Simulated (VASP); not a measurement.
Given:

```
CELL_PARAMETERS angstrom
      0.00000     3.12340     3.12340
      3.12340     0.00000     3.12340
      3.12340     3.12340     0.00000
ATOMIC_POSITIONS crystal
  K  0.00000 0.00000 0.00000
  Cl 0.50000 0.50000 0.50000
```

All values below come from optB88-vdW, VASP's PBE PAW potentials (set 64) (plane waves; VASP). Run with 520 eV cut-off, Gaussian smearing of 0.050 eV, potentials K_sv Cl.

Question: Give the energies of bands 6 to 11 at the high-symmetry points, in eV from the valence-band maximum.

Answer: 
```
band     Γ      X      U      L      W
----  ----  -----  -----  -----  -----
6     0.00  -0.68  -0.59  -1.11  -0.51
7     0.00  -0.23  -0.58  -0.34  -0.49
8     0.00  -0.23  -0.30  -0.34  -0.49
9     5.14   6.41   7.19   7.55   7.98
10    8.30   8.35   9.06   8.60   7.98
11    8.30  10.11   9.34  10.52   9.49
```

The gap is direct, 5.14 eV, from the valence maximum at Γ to the conduction minimum at Γ.

Measured: gap 8.50 eV (computed value off by -3.36 eV), as given by David Koller et al., Journal of Physics Condensed Matter (2013), arXiv:1304.4470.

The compound is KCl in the rock salt structure. It was relaxed first.
